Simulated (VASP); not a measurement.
# AlV2C: structure and properties in VASP, part 4 of 6

What structure does AlV2C take at this level, and what are its properties? The start is a computed cell from the Materials Project.

VASP 6.6.1; PBE with D2, spin-polarised from an antiferromagnetic start; plane waves and PAW (V_sv, Al, C).

So far. Step 4 (Bands along the symmetry lines (PBE + D2)): Spin up: of the bands kept, 2 cross the Fermi level on this path. Spin down: of the bands kept, 2 cross the Fermi level on this path.

### Step 5. Total and projected DOS (PBE + D2)

A density of states needs more k-points than a total energy; ISMEAR = -5 takes tetrahedra, and LORBIT projects the states on the PAW spheres. The mesh is finer than in the run before.

Input file INCAR:

```
SYSTEM = AlV2C
PREC = Accurate
ENCUT = 520
EDIFF = 1E-06
NELM = 100
ISMEAR = -5
SIGMA = 0.05
LREAL = .FALSE.
ALGO = Normal
GGA = PE
IVDW = 10
NBANDS = 57
ISPIN = 2
MAGMOM = 2 -2 2 -2 0 0 0 0
LMAXMIX = 4
LORBIT = 11
LWAVE = .FALSE.
LCHARG = .FALSE.
KPAR = 4
NEDOS = 2001
```

Input file POSCAR:

```
AlV2C
1.0
    2.9026727934      0.0000000000      0.0000000000
   -1.4513363967      2.5137883779      0.0000000000
    0.0000000000      0.0000000000     12.9904005384
V Al C
4 2 2
Direct
    0.3333333333      0.6666666667      0.9143115724
    0.6666666667      0.3333333333      0.0856884276
    0.6666666667      0.3333333333      0.4143115724
    0.3333333333      0.6666666667      0.5856884276
    0.6666666667      0.3333333333      0.7500000000
    0.3333333333      0.6666666667      0.2500000000
    0.0000000000      0.0000000000      0.5000000000
    0.0000000000      0.0000000000      0.0000000000
```

Input file KPOINTS:

```
Automatic mesh
0
Gamma
13 13 3
0 0 0
```

Potentials, in the order of the species: V_sv, Al and C (PBE family, release 64).

Launch:

```console
> mpirun -np 4 vasp_std
```

Log:

```text
[... set-up lines as in an earlier step ...]
 entering main loop
       N       E                     dE             d eps       ncg     rms          rms(c)
DAV:   1     0.883581826120E+03    0.88358E+03   -0.35692E+04  9608   0.125E+03
DAV:   2    -0.285146542338E+02   -0.91210E+03   -0.86518E+03  9698   0.430E+02
DAV:   3    -0.792872552189E+02   -0.50773E+02   -0.49095E+02 10817   0.113E+02
DAV:   4    -0.805119278770E+02   -0.12247E+01   -0.12191E+01 10745   0.165E+01
DAV:   5    -0.805279592967E+02   -0.16031E-01   -0.16028E-01 10837   0.208E+00    0.589E+01
DAV:   6    -0.677210312127E+02    0.12807E+02   -0.58288E+01 11012   0.563E+01    0.164E+01
DAV:   7    -0.665287546765E+02    0.11923E+01   -0.17533E+01 10469   0.318E+01    0.169E+01
DAV:   8    -0.662051780701E+02    0.32358E+00   -0.14677E+00 10642   0.626E+00    0.807E+00
DAV:   9    -0.660917465663E+02    0.11343E+00   -0.36351E-01 10874   0.445E+00    0.118E+00
DAV:  10    -0.660941392402E+02   -0.23927E-02   -0.38069E-02 10289   0.102E+00    0.491E-01
DAV:  11    -0.660927816501E+02    0.13576E-02   -0.83750E-03 12384   0.576E-01    0.255E-01
DAV:  12    -0.660926793892E+02    0.10226E-03   -0.94034E-04 10829   0.226E-01    0.160E-01
DAV:  13    -0.660926464920E+02    0.32897E-04   -0.47797E-04 10557   0.122E-01    0.959E-02
DAV:  14    -0.660926550454E+02   -0.85534E-05   -0.65141E-05 10188   0.412E-02    0.153E-02
DAV:  15    -0.660926574729E+02   -0.24275E-05   -0.85421E-06 10946   0.160E-02    0.675E-03
DAV:  16    -0.660926573766E+02    0.96255E-07   -0.58768E-07  5520   0.564E-03
   1 F= -.68678204E+02 E0= -.68678204E+02  d E =0.000000E+00  mag=    -0.0000
 -----------------------------------------------------------------------------
|                                                                             |
|           W    W    AA    RRRRR   N    N  II  N    N   GGGG   !!!           |
|           W    W   A  A   R    R  NN   N  II  NN   N  G    G  !!!           |
|           W    W  A    A  R    R  N N  N  II  N N  N  G       !!!           |
|           W WW W  AAAAAA  RRRRR   N  N N  II  N  N N  G  GGG   !            |
|           WW  WW  A    A  R   R   N   NN  II  N   NN  G    G                |
|           W    W  A    A  R    R  N    N  II  N    N   GGGG   !!!           |
|                                                                             |
|     Tetrahedron method does not include variations of the Fermi             |
|     occupations, so forces and stress will be inaccurate. We suggest        |
|     using a different smearing scheme ISMEAR = 1 or 2 for metals in         |
|     relaxations.                                                            |
|                                                                             |
 -----------------------------------------------------------------------------
```

It took 67 s on 4 MPI ranks of Intel Xeon 6975P-C (Granite Rapids), shared host; peak memory 2 GiB.

OUTCAR, selected parts (step 5):

```text
   k-points           NKPTS =     42   k-points in BZ     NKDIM =     42   number of bands    NBANDS=     57

   NELECT =      66.0000    total number of electrons

 E-fermi :   9.5986

 spin component 1
 k-point     1 :       0.0000    0.0000    0.0000
  band No.  band energies     occupation
    ...
     30       9.0489      1.00000
     31       9.3203      1.00000
     32       9.3203      1.00000
     33       9.3383      1.00000
     34       9.3383      1.00000
     35      10.1721      0.00000
     36      10.1721      0.00000
     37      10.2124      0.00000
     38      10.2124      0.00000
     39      10.9807      0.00000
    ...

 k-point     2 :       0.0769    0.0000    0.0000
  band No.  band energies     occupation
    ...
     30       9.0906      1.00000
     31       9.1672      1.00000
     32       9.2017      1.00000
     33       9.4014      1.00340
     34       9.4224      1.03838
     35       9.9711      0.00000
     36      10.1310      0.00000
     37      10.1474      0.00000
     38      10.1747      0.00000
     39      11.0212      0.00000
    ...

  Edisp (eV):   -2.58555

  Total       0.04583     0.04583    -0.10870     0.00000     0.00000     0.00000
  in kB       0.77458     0.77458    -1.83743     0.00000     0.00000     0.00000
  external pressure =       -0.10 kB  Pullay stress =        0.00 kB

 POSITION                                       TOTAL-FORCE (eV/Angst)
 -----------------------------------------------------------------------------------
     -0.00000      1.67586     11.87727         0.000000      0.000000     -0.070672
      1.45134      0.83793      1.11313        -0.000000      0.000000      0.070672
      1.45134      0.83793      5.38207        -0.000000      0.000000     -0.070672
     -0.00000      1.67586      7.60833         0.000000     -0.000000      0.070672
      1.45134      0.83793      9.74280        -0.000000     -0.000000      0.000000
     -0.00000      1.67586      3.24760        -0.000000     -0.000000      0.000000
      0.00000      0.00000      6.49520        -0.000000     -0.000000      0.000000
      0.00000      0.00000      0.00000        -0.000000     -0.000000      0.000000
 -----------------------------------------------------------------------------------
    total drift:                                0.000000     -0.000000      0.000000

  FREE ENERGIE OF THE ION-ELECTRON SYSTEM (eV)
  ---------------------------------------------------
  free  energy   TOTEN  =       -68.6782042495 eV

  energy  without entropy=      -68.6782042495  energy(sigma->0) =      -68.67820425

 magnetization (x)
# of ion       s       p       d       tot
------------------------------------------
    1        0.000   0.000   0.000   0.000
    2       -0.000  -0.000  -0.000  -0.000
    3        0.000   0.000   0.000   0.000
    4       -0.000  -0.000  -0.000  -0.000
    5        0.000   0.000   0.000   0.000
    6        0.000   0.000   0.000   0.000
    7        0.000   0.000   0.000   0.000
    8        0.000   0.000   0.000   0.000
--------------------------------------------------
tot          0.000   0.000   0.000   0.000

[... 8 parts as in an earlier step ...]

[... 9 further parts left out ...]
```

With tetrahedra the forces and stress of a metal are not exact derivatives of the energy.

Numbers from this step:

```
SCF cycles             : 16
irreducible k-points   : 42
free energy (TOTEN)    : -68.6782 eV
Fermi energy           : 9.599 eV
pressure               : -0.009609 GPa
DOS at the Fermi level : 5.500 states/eV/cell
```

The density of states has structure finer than the step of the table below, so its rows give means over 0.5 eV, whole bins alone (the curve runs from -12.0 to 1.39 eV). Peaks (eV: height): total -3.98: 13.9, -1.53: 13.1, 0.57: 11.2, 0.92: 11.6; V d -1.53: 5.89, -0.76: 7.70, 0.57: 9.66, 0.92: 9.05; C p -5.22: 0.861, -4.92: 1.15, -3.98: 3.07, -3.29: 2.69; V p -10.79: 0.492, -3.98: 0.917, -2.04: 0.455, -1.53: 0.779; C s -10.79: 3.35.

States under -12.0 eV and over 1.4 eV are left out; both spin channels agree and are summed. The density of states by energy, zero at the Fermi level; means over each step; values in states/eV/cell:

```csv
energy (eV),total,V d,C p,V p,C s
-11.5,1.54,0.112,0.00501,0.0999,0.639
-11.0,3.42,0.485,0.00576,0.232,1.53
-10.5,1.21,0.214,5.4e-4,0.0831,0.560
-10.0,0,0,0,0,0
-9.5,0,0,0,0,0
-9.0,0.0952,1.5e-4,0.00143,0.00220,4.7e-4
-8.5,0.520,0.00544,0.00563,0.0165,0.00755
-8.0,0.763,0.0189,0.00714,0.0245,0.0130
-7.5,0.791,0.0359,0.00954,0.0215,0.0106
-7.0,0.853,0.0633,0.0196,0.0189,0.00867
-6.5,1.24,0.161,0.0888,0.0248,0.00870
-6.0,2.78,0.524,0.447,0.102,0.00980
-5.5,3.01,0.676,0.556,0.138,0.0147
-5.0,3.70,0.884,0.644,0.193,0.0241
-4.5,4.09,1.18,0.785,0.233,0.0153
-4.0,6.84,2.34,1.52,0.437,0.0107
-3.5,6.79,2.91,1.59,0.250,0.00334
-3.0,1.04,0.328,0.107,0.0446,0.00128
-2.5,3.70,1.38,0.0884,0.189,0.0143
-2.0,7.44,3.53,0.169,0.333,0.00857
-1.5,7.10,3.66,0.0957,0.315,0.00763
-1.0,3.82,2.63,0.0370,0.0576,0.00263
-0.5,3.67,2.72,0.0497,0.0328,0.00104
0.0,4.61,3.60,0.0681,0.0375,0.00109
0.5,6.36,5.25,0.0606,0.0575,0.00331
1.0,6.87,5.47,0.118,0.111,0.00519
```

Force by atom:

```csv
atom,x (eV/Å),y (eV/Å),z (eV/Å),size
V1,0.0000,0.0000,-0.0707,0.0707
V2,0.0000,0.0000,0.0707,0.0707
V3,0.0000,0.0000,-0.0707,0.0707
V4,0.0000,0.0000,0.0707,0.0707
Al5,0.0000,0.0000,0.0000,0.0000
Al6,0.0000,0.0000,0.0000,0.0000
C7,0.0000,0.0000,0.0000,0.0000
C8,0.0000,0.0000,0.0000,0.0000
```

The finer mesh and the other smearing move the Fermi level by -0.01 eV from the 9×9×2 run, a small shift, which tests the Fermi level alone. Of the states within 0.3 eV of the Fermi level, the largest shares in the PAW spheres are V d 78 %. The rest lies in smaller channels or between the spheres.

### Step 6. Volume scan with PBE + D2

An equation of state needs energies on both sides of the minimum, all on one mesh and cutoff.

INCAR: that of step 5 with these lines changed.

```diff
@@ -5,3 +5,3 @@
 NELM = 100
-ISMEAR = -5
+ISMEAR = -1
 SIGMA = 0.05
@@ -11,3 +11,3 @@
 IVDW = 10
-NBANDS = 57
+NBANDS = 45
 ISPIN = 2
@@ -19,2 +19,2 @@
 KPAR = 4
-NEDOS = 2001
+ISIF = 2
```

POSCAR: that of step 5 with these lines changed.

```diff
@@ -2,5 +2,5 @@
 1.0
-    2.9026727934      0.0000000000      0.0000000000
-   -1.4513363967      2.5137883779      0.0000000000
-    0.0000000000      0.0000000000     12.9904005384
+    2.8434179466      0.0000000000      0.0000000000
+   -1.4217089733      2.4624721752      0.0000000000
+    0.0000000000      0.0000000000     12.7252159141
 V Al C
```

Input file KPOINTS:

```
Automatic mesh
0
Gamma
9 9 2
0 0 0
```

Launch:

```console
> mpirun -np 4 vasp_std
```

Log:

```text
[... set-up lines as in an earlier step ...]
 entering main loop
       N       E                     dE             d eps       ncg     rms          rms(c)
DAV:   1     0.924669534187E+03    0.92467E+03   -0.37331E+04  4344   0.160E+03
DAV:   2    -0.122741647433E+02   -0.93694E+03   -0.90727E+03  4365   0.531E+02
DAV:   3    -0.778838364217E+02   -0.65610E+02   -0.63681E+02  5536   0.143E+02
DAV:   4    -0.798645052273E+02   -0.19807E+01   -0.19690E+01  5280   0.229E+01
DAV:   5    -0.798951922271E+02   -0.30687E-01   -0.30671E-01  5157   0.329E+00    0.649E+01
DAV:   6    -0.666089655543E+02    0.13286E+02   -0.13864E+02  5633   0.707E+01    0.136E+01
DAV:   7    -0.660482401858E+02    0.56073E+00   -0.25877E+01  5234   0.343E+01    0.157E+01
DAV:   8    -0.658316486906E+02    0.21659E+00   -0.18432E+00  5054   0.794E+00    0.600E+00
DAV:   9    -0.657809634795E+02    0.50685E-01   -0.52181E-01  5715   0.448E+00    0.791E-01
DAV:  10    -0.657808618292E+02    0.10165E-03   -0.37667E-02  4877   0.132E+00    0.318E-01
DAV:  11    -0.657809511026E+02   -0.89273E-04   -0.26457E-03  5710   0.307E-01    0.168E-01
DAV:  12    -0.657808887218E+02    0.62381E-04   -0.66927E-04  5521   0.149E-01    0.669E-02
DAV:  13    -0.657808996450E+02   -0.10923E-04   -0.33978E-05  5036   0.360E-02    0.203E-02
DAV:  14    -0.657808979037E+02    0.17414E-05   -0.82349E-06  4311   0.166E-02    0.811E-03
DAV:  15    -0.657808960125E+02    0.18912E-05   -0.24733E-06  3539   0.963E-03    0.299E-03
DAV:  16    -0.657808956451E+02    0.36734E-06   -0.21156E-07  2615   0.381E-03
   1 F= -.68482560E+02 E0= -.68470358E+02  d E =-.244039E-01  mag=     0.0000
```

Elapsed: 32 s, on 4 MPI ranks; peak memory 1.4 GiB; 2.1 min of CPU time.

Parts of OUTCAR (step 6):

```text
   ENCUT  =  520.0 eV  38.22 Ry    6.18 a.u.   5.29  5.29 23.66*2*pi/ulx,y,z

   NELECT =      66.0000    total number of electrons

 E-fermi :  10.3556

 spin component 1
 k-point     1 :       0.0000    0.0000    0.0000
  band No.  band energies     occupation
    ...
     30       9.7567      0.99999
     31      10.0496      0.99781
     32      10.0496      0.99781
     33      10.0694      0.99674
     34      10.0694      0.99674
     35      10.9926      0.00000
     36      10.9926      0.00000
     37      11.0353      0.00000
     38      11.0353      0.00000
     39      11.8735      0.00000
    ...

 k-point     2 :       0.1111    0.0000    0.0000
  band No.  band energies     occupation
    ...
     30       9.7044      1.00000
     31       9.7192      1.00000
     32       9.9112      0.99986
     33      10.2264      0.92989
     34      10.2540      0.88417
     35      10.5795      0.01122
     36      10.9214      0.00001
     37      10.9298      0.00001
     38      10.9772      0.00000
     39      11.9546      0.00000
    ...

  Number of pair interactions contributing to vdW energy:  211502

  Edisp (eV):   -2.70166

  Total       7.47973     7.47973     7.82663     0.00000     0.00000     0.00000
  in kB     134.49915   134.49915   140.73704     0.00000     0.00000     0.00000
  external pressure =      136.58 kB  Pullay stress =        0.00 kB

 POSITION                                       TOTAL-FORCE (eV/Angst)
 -----------------------------------------------------------------------------------
     -0.00000      1.64165     11.63481        -0.000000      0.000000     -0.691941
      1.42171      0.82082      1.09040         0.000000     -0.000000      0.691941
      1.42171      0.82082      5.27220         0.000000     -0.000000     -0.691941
     -0.00000      1.64165      7.45301        -0.000000      0.000000      0.691941
      1.42171      0.82082      9.54391        -0.000000      0.000000      0.000000
     -0.00000      1.64165      3.18130        -0.000000      0.000000      0.000000
      0.00000      0.00000      6.36261         0.000000      0.000000      0.000000
      0.00000      0.00000      0.00000        -0.000000      0.000000      0.000000
 -----------------------------------------------------------------------------------
    total drift:                               -0.000000      0.000000     -0.000000

  FREE ENERGIE OF THE ION-ELECTRON SYSTEM (eV)
  ---------------------------------------------------
  free  energy   TOTEN  =       -68.4825598781 eV

  energy  without entropy=      -68.4581559694  energy(sigma->0) =      -68.47035792

[... 4 parts as in an earlier step ...]

[... 13 further parts left out ...]
```

The scan keeps the cell's shape and the fractional positions fixed.

This step gave:

```yaml
bands: 45
irreducible_k_points: 24
free_energy_toten: -68.4826 eV
energy_at_zero_smearing: -68.4704 eV
fermi_energy: 10.36 eV
pressure: 13.66 GPa
```

Force by atom:

```csv
atom,x (eV/Å),y (eV/Å),z (eV/Å),size
V1,0.000,0.000,-0.692,0.692
V2,0.000,0.000,0.692,0.692
V3,0.000,0.000,-0.692,0.692
V4,0.000,0.000,0.692,0.692
Al5,0.000,0.000,0.000,0.000
Al6,0.000,0.000,0.000,0.000
C7,0.000,0.000,0.000,0.000
C8,0.000,0.000,0.000,0.000
```

The pressure here is 13.66 GPa.

### Step 7. Volume scan with PBE + D2 (run 2)

INCAR is that of step 6.

POSCAR: that of step 6 with these lines changed.

```diff
@@ -2,5 +2,5 @@
 1.0
-    2.8434179466      0.0000000000      0.0000000000
-   -1.4217089733      2.4624721752      0.0000000000
-    0.0000000000      0.0000000000     12.7252159141
+    2.8634426764      0.0000000000      0.0000000000
+   -1.4317213382      2.4798141000      0.0000000000
+    0.0000000000      0.0000000000     12.8148330633
 V Al C
```

KPOINTS is that of step 6.

Launch:

```console
> mpirun -np 4 vasp_std
```

Log:

```text
[... set-up lines as in an earlier step ...]
 entering main loop
       N       E                     dE             d eps       ncg     rms          rms(c)
DAV:   1     0.906853585313E+03    0.90685E+03   -0.37293E+04  4352   0.160E+03
DAV:   2    -0.139752678251E+02   -0.92083E+03   -0.89176E+03  4365   0.527E+02
DAV:   3    -0.782223575438E+02   -0.64247E+02   -0.62259E+02  5617   0.141E+02
DAV:   4    -0.801355938829E+02   -0.19132E+01   -0.19023E+01  5272   0.225E+01
DAV:   5    -0.801663376389E+02   -0.30744E-01   -0.30718E-01  5180   0.324E+00    0.628E+01
DAV:   6    -0.669781225154E+02    0.13188E+02   -0.14262E+02  5626   0.708E+01    0.139E+01
DAV:   7    -0.662424070434E+02    0.73572E+00   -0.27771E+01  5243   0.351E+01    0.152E+01
DAV:   8    -0.660045293135E+02    0.23788E+00   -0.20823E+00  5051   0.836E+00    0.558E+00
DAV:   9    -0.659571590545E+02    0.47370E-01   -0.52068E-01  5738   0.438E+00    0.760E-01
DAV:  10    -0.659570382898E+02    0.12076E-03   -0.36552E-02  4934   0.130E+00    0.299E-01
DAV:  11    -0.659571500865E+02   -0.11180E-03   -0.26845E-03  5686   0.310E-01    0.162E-01
DAV:  12    -0.659570930229E+02    0.57064E-04   -0.74810E-04  5581   0.155E-01    0.656E-02
DAV:  13    -0.659571012795E+02   -0.82566E-05   -0.41563E-05  4976   0.439E-02    0.216E-02
DAV:  14    -0.659571003423E+02    0.93720E-06   -0.62497E-06  4285   0.170E-02
   1 F= -.68614546E+02 E0= -.68601871E+02  d E =-.253509E-01  mag=     0.0000
```

Run time: 29 s. Hardware: 4 MPI ranks; peak memory 1.4 GiB.

Parts of OUTCAR (step 7):

```text
   ENCUT  =  520.0 eV  38.22 Ry    6.18 a.u.   5.32  5.32 23.83*2*pi/ulx,y,z

   NELECT =      66.0000    total number of electrons

 E-fermi :  10.0968

 spin component 1
 k-point     1 :       0.0000    0.0000    0.0000
  band No.  band energies     occupation
    ...
     30       9.5139      0.99999
     31       9.7989      0.99742
     32       9.7989      0.99742
     33       9.8181      0.99622
     34       9.8181      0.99622
     35      10.7104      0.00000
     36      10.7104      0.00000
     37      10.7523      0.00000
     38      10.7523      0.00000
     39      11.5661      0.00000
    ...

 k-point     2 :       0.1111    0.0000    0.0000
  band No.  band energies     occupation
    ...
     30       9.4631      1.00000
     31       9.4777      1.00000
     32       9.6637      0.99983
     33       9.9706      0.92590
     34       9.9974      0.87971
     35      10.3116      0.01346
     36      10.6423      0.00002
     37      10.6494      0.00002
     38      10.6962      0.00001
     39      11.6443      0.00000
    ...

  Number of pair interactions contributing to vdW energy:  207086

  Edisp (eV):   -2.65745

  Total       4.78692     4.78692     5.00465     0.00000     0.00000     0.00000
  in kB      84.28421    84.28421    88.11786     0.00000     0.00000     0.00000
  external pressure =       85.56 kB  Pullay stress =        0.00 kB

 POSITION                                       TOTAL-FORCE (eV/Angst)
 -----------------------------------------------------------------------------------
     -0.00000      1.65321     11.71675         0.000000     -0.000000     -0.443763
      1.43172      0.82660      1.09808        -0.000000      0.000000      0.443763
      1.43172      0.82660      5.30933        -0.000000     -0.000000     -0.443763
     -0.00000      1.65321      7.50550         0.000000     -0.000000      0.443763
      1.43172      0.82660      9.61112         0.000000     -0.000000      0.000000
     -0.00000      1.65321      3.20371         0.000000     -0.000000      0.000000
      0.00000      0.00000      6.40742         0.000000     -0.000000      0.000000
      0.00000      0.00000      0.00000         0.000000     -0.000000      0.000000
 -----------------------------------------------------------------------------------
    total drift:                               -0.000000      0.000000     -0.000000

  FREE ENERGIE OF THE ION-ELECTRON SYSTEM (eV)
  ---------------------------------------------------
  free  energy   TOTEN  =       -68.6145464782 eV

  energy  without entropy=      -68.5891955605  energy(sigma->0) =      -68.60187102

 magnetization (x)
# of ion       s       p       d       tot
------------------------------------------
    1       -0.000  -0.000  -0.000  -0.000
    2        0.000   0.000   0.000   0.000
    3       -0.000  -0.000  -0.000  -0.000
    4        0.000   0.000   0.000   0.000
    5        0.000   0.000   0.000   0.000
    6        0.000   0.000   0.000   0.000
    7        0.000   0.000   0.000   0.000
    8        0.000   0.000   0.000   0.000
--------------------------------------------------
tot          0.000   0.000   0.000   0.000

[... 5 parts as in an earlier step ...]

[... 11 further parts left out ...]
```

Numbers from this step:

* SCF cycles: 14
* free energy (TOTEN): -68.6145 eV
* energy at zero smearing: -68.6019 eV
* Fermi energy: 10.10 eV
* pressure: 8.556 GPa

Force by atom:

```csv
atom,x (eV/Å),y (eV/Å),z (eV/Å),size
V1,0.000,0.000,-0.444,0.444
V2,0.000,0.000,0.444,0.444
V3,0.000,0.000,-0.444,0.444
V4,0.000,0.000,0.444,0.444
Al5,0.000,0.000,0.000,0.000
Al6,0.000,0.000,0.000,0.000
C7,0.000,0.000,0.000,0.000
C8,0.000,0.000,0.000,0.000
```

The pressure falls from 13.66 to 8.56 GPa.

The run ends at a pressure of 8.56 GPa, with forces up to 0.44 eV/Å.

(Part 4 of 6 ends here.)

[Lines on the potential files, build, host, timing and source positions are cut from VASP's logs without a mark.]

[Logs are printed without paths, hosts, clocks, repeated set-up lines and the standing remarks that a program may print on its own settings, such as how far it seeks lower states.]

[Hosts, paths, dates, database ids (printed as entryN), source tags and the programs' standing remarks are cut or masked in the printed files.]

[A measured line is paired with the nearest computed mode of its activity, which favours agreement.]
